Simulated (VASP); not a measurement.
Runs of VASP 6.6.1 on GaAs. The structure is cubic, space group F-43m (No. 216). The conventional cell has a = 5.625 Å, b = 5.625 Å, c = 5.625 Å, α = 90.00°, β = 90.00°, γ = 90.00°. Ga (site symmetry -43m) is surrounded by 4 As at 2.44 Å. As (site symmetry -43m) has 4 Ga at 2.44 Å as nearest neighbours. The cell was built by a generator and isn't the measured one.

```tsv
level	potentials or basis	pressure (GPa)	moment (μB)
r2SCAN	VASP PAW PBE potentials, release 64 (Ga_d, As)	(a)	0.00
LDA	VASP PAW LDA potentials, release 64 (Ga_d, As)	-0.5	0.00
TB-mBJ	VASP PAW PBE potentials, release 64 (Ga_d, As)	-	0.00
PBE	VASP PAW PBE potentials, release 64 (Ga_d, As)	4.7	0.00
```

Alike in all rows: task single point; spin non-collinear, zero start, SOC; cell as given; k mesh 8 × 8 × 8; cutoff (eV) 520; smearing gaussian 0.02 eV.

Question: Estimate the missing entries.

Answer: (a) 1.8.

Caveats: the PAW data sets were made with another functional, which shifts forces and pressure a little (some runs).

Not every run made on this cell is shown here.
